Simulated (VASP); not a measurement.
Calculation: PBEsol GGA, VASP's PBE PAW potentials (set 64) (plane waves; VASP 6.6.1).

The input files of a VASP run:

INCAR:
```
LWAVE = .FALSE.
ISMEAR = 0   # Gaussian
SIGMA = 0.2
NELM = 100   # most electronic steps
SYSTEM = HfC
EDIFF = 1E-6
PREC = Accurate
LASPH = .TRUE.
ENCUT = 400   # plane-wave cut-off (eV)
GGA = PS   # PBEsol
LCHARG = .FALSE.
LREAL = .FALSE.   # projection in real space or not
LMAXMIX = 6   # l cut-off of mixed one-centre charges
ALGO = Normal   # blocked Davidson
ISIF = 2   # forces and stress, cell fixed
```

**POSCAR**
```
HfC
1
    0.0000000000     2.3244080000     2.3244080000
    2.3244080000     0.0000000000     2.3244080000
    2.3244080000     2.3244080000     0.0000000000
Hf C
1 1
Direct
  0.0000000000   0.0000000000   0.0000000000
  0.5000000000   0.5000000000   0.5000000000
```

### KPOINTS
```
Regular mesh
0
G
  16 16 16
0 0 0
```

POTCAR, in this order: Hf_pv C (PBE.64 set). Program: vasp_std.

Output of the run:

**OSZICAR**
```
       N       E                     dE             d eps       ncg     rms          rms(c)
DAV:   1     0.164912909721E+02    0.16491E+02   -0.66979E+03  3198   0.989E+02
DAV:   2    -0.236017214486E+02   -0.40093E+02   -0.38056E+02  4039   0.192E+02
DAV:   3    -0.250599924949E+02   -0.14583E+01   -0.14427E+01  4109   0.290E+01
DAV:   4    -0.250718795967E+02   -0.11887E-01   -0.11869E-01  3770   0.282E+00
DAV:   5    -0.250720325900E+02   -0.15299E-03   -0.15295E-03  4286   0.257E-01    0.582E+01
DAV:   6    -0.222830415388E+02    0.27890E+01   -0.17974E+01  3580   0.217E+01    0.410E+01
DAV:   7    -0.222049068694E+02    0.78135E-01   -0.62228E-01  3688   0.594E+00    0.236E+01
DAV:   8    -0.221929290741E+02    0.11978E-01   -0.54459E-02  3574   0.220E+00    0.488E+00
DAV:   9    -0.221878051895E+02    0.51239E-02   -0.24398E-02  3596   0.947E-01    0.186E+00
DAV:  10    -0.221875223336E+02    0.28286E-03   -0.10735E-03  3795   0.269E-01    0.281E-01
DAV:  11    -0.221875190150E+02    0.33186E-05   -0.11309E-04  3734   0.818E-02    0.387E-02
DAV:  12    -0.221875169500E+02    0.20650E-05   -0.47826E-06  3737   0.190E-02    0.494E-02
DAV:  13    -0.221875165626E+02    0.38733E-06   -0.26475E-07  1823   0.542E-03
   1 F= -.22187517E+02 E0= -.22184446E+02  d E =-.614131E-02
```

**OUTCAR**
```
------------------------ aborting loop because EDIFF is reached ----------------------------------------
  FORCE on cell =-STRESS in cart. coord.  units (eV):
  Direction    XX          YY          ZZ          XY          YZ          ZX
  --------------------------------------------------------------------------------------
  Total       -1.2175037     -1.2175037     -1.2175037      0.0000000      0.0000000      0.0000000
  in kB      -77.6629334    -77.6629334    -77.6629334      0.0000000      0.0000000      0.0000000
  external PRESSURE =     -77.6629334 kB  Pullay stress =       0.0000000 kB
  volume of cell :       25.12
      direct lattice vectors                 reciprocal lattice vectors
     0.000000000  2.324408000  2.324408000    -0.215108535  0.215108535  0.215108535
     2.324408000  0.000000000  2.324408000     0.215108535 -0.215108535  0.215108535
     2.324408000  2.324408000  0.000000000     0.215108535  0.215108535 -0.215108535
 POSITION                                       TOTAL-FORCE (eV/Angst)
 -----------------------------------------------------------------------------------
      0.00000      0.00000      0.00000        -0.000000     -0.000000      0.000000
      2.32441      2.32441      2.32441         0.000000      0.000000      0.000000
 -----------------------------------------------------------------------------------
    total drift:                                0.000000     -0.000000     -0.000000
  FREE ENERGIE OF THE ION-ELECTRON SYSTEM (eV)
  ---------------------------------------------------
  free  energy   TOTEN  =       -22.1875165626 eV

  energy  without entropy=      -22.1813752523  energy(sigma->0) =      -22.18444591
```
(Selected blocks of OUTCAR.)

At this cut-off the stress carries a Pulay error, which pulls relaxed volumes low.

The structure is a typed HfC crystal (Fm-3m). The cell was not relaxed at this level.
